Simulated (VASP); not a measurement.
Level of theory: r2SCAN meta-GGA, VASP's PBE PAW potentials (set 64) (plane waves; VASP).

VASP ran on this input.

**INCAR**
```
SYSTEM = GaP
PREC = Accurate; ENCUT = 400; LREAL = F
LASPH = T
EDIFF = 1E-8; NELM = 100; ALGO = Normal
LMAXMIX = 4; LMIXTAU = T
ISMEAR = 0; SIGMA = 0.05
METAGGA = R2SCAN
IBRION = 1; NSW = 30; ISIF = 2
EDIFFG = -0.001
LWAVE = F; LCHARG = F
```

### KPOINTS
```
Automatic mesh
0
Gamma
8 8 8
0 0 0
```

File POSCAR:
```
GaP
1
    0.0000000000     2.7225523932     2.7225523932
    2.7225523932    -0.0000000000     2.7225523932
    2.7225523932     2.7225523932    -0.0000000000
Ga P
1 1
Direct
  0.0000000000   0.0000000000   0.0000000000
  0.2500000000   0.2500000000   0.2500000000
```

POTCAR, in this order: Ga_d P (PBE.64 set). Program: vasp_std.

**Question.** Estimate the energy per atom (σ→0).

**Answer.** 
| Item | Value |
|---|---|
| energy per atom (σ→0) | -10.730 eV/atom |

### OSZICAR
```
...
DAV:  19    -0.214607055023E+02   -0.10913E-06   -0.21770E-07   819   0.606E-03    0.900E-04
DAV:  20    -0.214607055513E+02   -0.49027E-07   -0.45643E-08   794   0.274E-03    0.190E-04
DAV:  21    -0.214607056886E+02   -0.13729E-06   -0.69404E-09   602   0.982E-04    0.393E-05
DAV:  22    -0.214607056051E+02    0.83464E-07   -0.23399E-09   407   0.564E-04    0.294E-05
DAV:  23    -0.214607056288E+02   -0.23676E-07   -0.13361E-09   382   0.391E-04    0.161E-05
DAV:  24    -0.214607056154E+02    0.13381E-07   -0.14131E-10   392   0.153E-04    0.205E-05
DAV:  25    -0.214607056159E+02   -0.46384E-09   -0.50676E-11   382   0.943E-05
   1 F= -.21460706E+02 E0= -.21460706E+02  d E =-.214607E+02
```

The compound is GaP in the zinc blende structure. It was relaxed first. The start is the result of an earlier pass.
